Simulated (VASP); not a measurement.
Computed with PBEsol GGA, VASP's PBE PAW potentials (set 64) (plane waves; VASP).

Input for VASP

File KPOINTS:
```
Automatic mesh
0
gamma
 11 11 6
```

INCAR:
```
SYSTEM = Lu
PREC = Accurate
ENCUT = 400
EDIFF = 1E-6
NELM = 100
ALGO = Normal
LREAL = .FALSE.
LASPH = .TRUE.
ISMEAR = 1
SIGMA = 0.1
GGA = PS
LMAXMIX = 6
LWAVE = .FALSE.
LCHARG = .FALSE.
IBRION = 2
ISIF = 3
NSW = 60
EDIFFG = -0.01
```

File POSCAR:
```
Lu
1
    1.7282631991    -2.9934397532    -0.0000000000
    1.7282631991     2.9934397532     0.0000000000
   -0.0000000000     0.0000000000     5.3737035039
Lu
2
Direct
  0.3333330000   0.6666670000   0.2500000000
  0.6666670000   0.3333330000   0.7500000000
```

POTCAR, in this order: Lu_3 (PBE.64 set). Program: vasp_std.

Question: Estimate the energy per atom (σ→0), band gap (on the k-mesh).

Answer: 
- energy per atom (σ→0) = -4.875 eV/atom
- band gap (on the k-mesh) = none (metal, semimetal or under 0.01 eV)

File OSZICAR:
```
...
DAV:   5    -0.975419956430E+01   -0.60598E-02   -0.60431E-02  2752   0.176E+00    0.261E+01
DAV:   6    -0.974236395857E+01    0.11836E-01   -0.33837E-02  2766   0.412E+00    0.155E+01
DAV:   7    -0.974894814211E+01   -0.65842E-02   -0.61060E-02  2695   0.553E+00    0.375E-01
DAV:   8    -0.974868886265E+01    0.25928E-03   -0.39920E-03  2747   0.891E-01    0.817E-02
DAV:   9    -0.974869031732E+01   -0.14547E-05   -0.18373E-04  2824   0.212E-01    0.263E-02
DAV:  10    -0.974868679794E+01    0.35194E-05   -0.15957E-05  2875   0.622E-02    0.267E-02
DAV:  11    -0.974868686201E+01   -0.64070E-07   -0.42597E-07  1532   0.137E-02
   1 F= -.97486869E+01 E0= -.97493578E+01  d E =-.974869E+01
```

The compound is Lu in the hcp structure. It was relaxed first, which changed the volume by -6 %. The start is the result of an earlier pass.
